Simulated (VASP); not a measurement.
Output of a VASP run:

### OSZICAR
```
...
RMM:   1    -0.197739147950E+00   -0.19774E+00   -0.10944E-01  1138   0.224E+00
RMM:   2    -0.196230270476E+00    0.15089E-02   -0.41590E-03   800   0.833E-01    0.130E-01
RMM:   3    -0.195678061661E+00    0.55221E-03   -0.13903E-03  1059   0.249E-01    0.818E-02
RMM:   4    -0.195138281997E+00    0.53978E-03   -0.76104E-04  1084   0.146E-01    0.417E-02
RMM:   5    -0.195139422419E+00   -0.11404E-05   -0.48748E-05  1052   0.423E-02    0.183E-02
RMM:   6    -0.195173026371E+00   -0.33604E-04   -0.14937E-05  1088   0.200E-02    0.683E-03
RMM:   7    -0.195189801115E+00   -0.16775E-04   -0.59777E-06  1002   0.158E-02    0.374E-03
RMM:   8    -0.195190604889E+00   -0.80377E-06   -0.13522E-06   890   0.131E-02    0.150E-03
RMM:   9    -0.195189216287E+00    0.13886E-05   -0.95239E-07  1144   0.574E-03    0.447E-04
RMM:  10    -0.195185783240E+00    0.34330E-05   -0.97073E-08  1164   0.181E-03    0.266E-04
RMM:  11    -0.195184109103E+00    0.16741E-05   -0.31276E-08   988   0.106E-03    0.197E-04
RMM:  12    -0.195183728499E+00    0.38060E-06   -0.68531E-09   971   0.681E-04    0.511E-05
RMM:  13    -0.195183899699E+00   -0.17120E-06   -0.86574E-09  1300   0.281E-04    0.280E-05
RMM:  14    -0.195183899324E+00    0.37467E-09   -0.59676E-10  1198   0.824E-05    0.148E-05
 Linear response progress:
  Degree of freedom:   8/  8
       N       E                     dE             d eps       ncg     rms          rms(c)
RMM:   1    -0.278623968533E+00   -0.27862E+00   -0.10920E-01   717   0.294E+00
RMM:   2    -0.277245624230E+00    0.13783E-02   -0.72993E-03   523   0.110E+00    0.220E-01
RMM:   3    -0.277789368768E+00   -0.54374E-03   -0.20819E-03   641   0.343E-01    0.171E-01
RMM:   4    -0.278314634412E+00   -0.52527E-03   -0.82262E-04   615   0.200E-01    0.299E-01
RMM:   5    -0.277756907592E+00    0.55773E-03   -0.46160E-04   554   0.233E-01    0.626E-02
RMM:   6    -0.277790722197E+00   -0.33815E-04   -0.19686E-04   479   0.209E-01    0.213E-02
RMM:   7    -0.277812927587E+00   -0.22205E-04   -0.83107E-05   603   0.712E-02    0.127E-02
RMM:   8    -0.277807919672E+00    0.50079E-05   -0.15674E-05   553   0.386E-02    0.845E-03
RMM:   9    -0.277781202188E+00    0.26717E-04   -0.72691E-06   585   0.185E-02    0.459E-03
RMM:  10    -0.277739950830E+00    0.41251E-04   -0.49100E-06   716   0.109E-02    0.229E-03
RMM:  11    -0.277743221121E+00   -0.32703E-05   -0.12791E-06   627   0.642E-03    0.103E-03
RMM:  12    -0.277734205159E+00    0.90160E-05   -0.17833E-07   625   0.277E-03    0.361E-04
RMM:  13    -0.277734054817E+00    0.15034E-06   -0.70743E-08   669   0.123E-03    0.146E-04
RMM:  14    -0.277732249834E+00    0.18050E-05   -0.12008E-08   682   0.551E-04    0.129E-04
RMM:  15    -0.277731890758E+00    0.35908E-06   -0.14870E-09   648   0.254E-04    0.738E-05
RMM:  16    -0.277731807658E+00    0.83100E-07   -0.19595E-09   699   0.262E-04    0.555E-05
RMM:  17    -0.277731669790E+00    0.13787E-06   -0.12251E-09   600   0.130E-04    0.354E-05
RMM:  18    -0.277731557979E+00    0.11181E-06   -0.62154E-10   675   0.917E-05    0.131E-05
RMM:  19    -0.277731436728E+00    0.12125E-06    0.27380E-11   665   0.518E-05    0.101E-05
RMM:  20    -0.277731521209E+00   -0.84481E-07   -0.11297E-10   739   0.289E-05    0.629E-06
RMM:  21    -0.277731500732E+00    0.20476E-07    0.60977E-11   698   0.302E-05    0.390E-06
RMM:  22    -0.277731496975E+00    0.37578E-08   -0.96854E-11   729   0.147E-05    0.249E-06
 Linear response finished
```

**OUTCAR**
```
------------------------ aborting loop because EDIFF is reached ----------------------------------------

   1 f  =    8.088078 THz    50.818892 2PiTHz  269.789236 cm-1    33.449587 meV
             X         Y         Z           dx          dy          dz
      1.346998  1.346998  6.999997    -0.000000    0.000000    0.040711
      1.346998  1.346998 10.478797    -0.000000    0.000000    0.918126
      0.000000  0.000000  8.739407    -0.000000    0.000000   -0.289870
      0.000000  0.000000 12.218303    -0.000000   -0.000000   -0.267138

   2 f  =    5.918446 THz    37.186693 2PiTHz  197.418110 cm-1    24.476715 meV
             X         Y         Z           dx          dy          dz
      1.346998  1.346998  6.999997     0.000000    0.000000    0.848978
      1.346998  1.346998 10.478797     0.000000   -0.000000   -0.163044
      0.000000  0.000000  8.739407    -0.000000    0.000000   -0.492004
      0.000000  0.000000 12.218303    -0.000000    0.000000    0.102886

   3 f  =    5.842391 THz    36.708825 2PiTHz  194.881185 cm-1    24.162177 meV
             X         Y         Z           dx          dy          dz
      1.346998  1.346998  6.999997     0.044304   -0.004564   -0.000000
      1.346998  1.346998 10.478797     0.913133   -0.094058    0.000000
      0.000000  0.000000  8.739407    -0.317313    0.032685    0.000000
      0.000000  0.000000 12.218303    -0.230302    0.023722   -0.000000

   4 f  =    5.842391 THz    36.708825 2PiTHz  194.881185 cm-1    24.162177 meV
             X         Y         Z           dx          dy          dz
      1.346998  1.346998  6.999997     0.004564    0.044304   -0.000000
      1.346998  1.346998 10.478797     0.094058    0.913133    0.000000
      0.000000  0.000000  8.739407    -0.032685   -0.317313    0.000000
      0.000000  0.000000 12.218303    -0.023722   -0.230302   -0.000000

   5 f  =    4.492923 THz    28.229869 2PiTHz  149.867788 cm-1    18.581229 meV
             X         Y         Z           dx          dy          dz
      1.346998  1.346998  6.999997     0.240751    0.817653   -0.000000
      1.346998  1.346998 10.478797    -0.051978   -0.176531    0.000000
      0.000000  0.000000  8.739407    -0.135592   -0.460504   -0.000000
      0.000000  0.000000 12.218303     0.027045    0.091851    0.000000

   6 f  =    4.492923 THz    28.229869 2PiTHz  149.867788 cm-1    18.581229 meV
             X         Y         Z           dx          dy          dz
      1.346998  1.346998  6.999997     0.817653   -0.240751    0.000000
      1.346998  1.346998 10.478797    -0.176531    0.051978   -0.000000
      0.000000  0.000000  8.739407    -0.460504    0.135592   -0.000000
      0.000000  0.000000 12.218303     0.091851   -0.027045    0.000000

   7 f  =    2.714302 THz    17.054462 2PiTHz   90.539368 cm-1    11.225446 meV
             X         Y         Z           dx          dy          dz
      1.346998  1.346998  6.999997     0.000000   -0.000000    0.396329
      1.346998  1.346998 10.478797    -0.000000    0.000000   -0.057395
      0.000000  0.000000  8.739407     0.000000   -0.000000    0.549580
      0.000000  0.000000 12.218303    -0.000000    0.000000   -0.733206

   8 f  =    2.225721 THz    13.984615 2PiTHz   74.242047 cm-1     9.204837 meV
             X         Y         Z           dx          dy          dz
      1.346998  1.346998  6.999997    -0.017378    0.384186    0.000000
      1.346998  1.346998 10.478797     0.000867   -0.019178    0.000000
      0.000000  0.000000  8.739407    -0.024450    0.540526    0.000000
      0.000000  0.000000 12.218303     0.033784   -0.746876   -0.000000

   9 f  =    2.225721 THz    13.984615 2PiTHz   74.242047 cm-1     9.204837 meV
             X         Y         Z           dx          dy          dz
      1.346998  1.346998  6.999997     0.384186    0.017378   -0.000000
      1.346998  1.346998 10.478797    -0.019178   -0.000867    0.000000
      0.000000  0.000000  8.739407     0.540526    0.024450   -0.000000
      0.000000  0.000000 12.218303    -0.746876   -0.033784    0.000000

  10 f/i=    0.022473 THz     0.141200 2PiTHz    0.749608 cm-1     0.092939 meV
             X         Y         Z           dx          dy          dz
      1.346998  1.346998  6.999997     0.329700    0.122050   -0.000000
      1.346998  1.346998 10.478797     0.329045    0.121807   -0.000000
      0.000000  0.000000  8.739407     0.574308    0.212600   -0.000000
...
```
(Selected blocks of OUTCAR.)

File POSCAR:
```
CuOs
1
    2.6939970000     0.0000000000     0.0000000000
    0.0000000000     2.6939970000     0.0000000000
    0.0000000000     0.0000000000    19.2183000000
Cu Os
2 2
Direct
  0.5000000000   0.5000000000   0.3642360000
  0.5000000000   0.5000000000   0.5452510000
  0.0000000000   0.0000000000   0.4547440000
  0.0000000000   0.0000000000   0.6357640000
```

Task: Reconstruct the remaining input files.

Result: One answer among several that fit: the input of the run itself, PBE GGA, plane waves, VASP's PBE PAW potentials (set 64).

KPOINTS:
```
Automatic mesh
0
Gamma
7 7 1
0 0 0
```

INCAR:
```
ALGO = Normal
EDIFF = 1E-8
ENCUT = 300
GGA = PE
IBRION = 8
ISIF = 2
ISMEAR = -1
LASPH = .True.
LCHARG = .False.
LEPSILON = .False.
LMAXMIX = 6
LREAL = .False.
LWAVE = .False.
NELM = 100
NSW = 1
PREC = Accurate
SIGMA = 0.05
SYSTEM = CuOs
```

POTCAR, in this order: Cu Os (PBE.64 set). Program: vasp_std.

The cell holds a wide vacuum, so values per volume refer to the whole cell.

The cell is a sheet with vacuum, built from a generated structure.
